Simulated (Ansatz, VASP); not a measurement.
**MgCdHg: VASP beside Ansatz**

```
CELL_PARAMETERS angstrom
-1.99746 1.99746 4.26617
1.99746 -1.99746 4.26617
1.99746 1.99746 -4.26617
ATOMIC_POSITIONS crystal
Mg 0.66579 0.66579 0.00000
Cd 0.33421 0.33421 0.00000
Hg 0.00000 0.00000 0.00000
```

The cell comes from a database or a generator and needn't be the stable form of this composition.

Alike in both runs: task single point; functional PBE; k mesh 6 × 6 × 6; occupations gaussian, width 0.1 eV; no spin polarisation.

|  | VASP | Ansatz |
| --- | --- | --- |
| version | VASP 6.6.1 | Ansatz 0.2.0 |
| potentials or method | VASP PAW PBE potentials, release 64 (Mg, Cd, Hg) | scalar-relativistic, plane waves, PAW |
| plane-wave cutoff (eV) | 520 | 420 |
| valence electrons in the cell | 26 | 50 |

```tsv
	VASP	Ansatz	Ansatz less VASP
gap on the k mesh at the Fermi level (eV)	none	none	-
pressure (GPa)	0.6	0.6	-0.08
largest component of the traceless stress (GPa)	3.62	3.56	-0.065
rms of the force components (eV/Å)	0.029	0.029	-0.0001
```

Atom by atom the forces differ by 0.005 eV/Å (rms over components). A gap of «none» marks a metal or a gap that the smearing closes. The two sets of potentials don't hold the same shells in valence.

Caveats: the k mesh is coarse (spacing up to 0.37 Å⁻¹), so the values aren't converged. Spin-orbit coupling is left out, which matters for the levels of Hg.
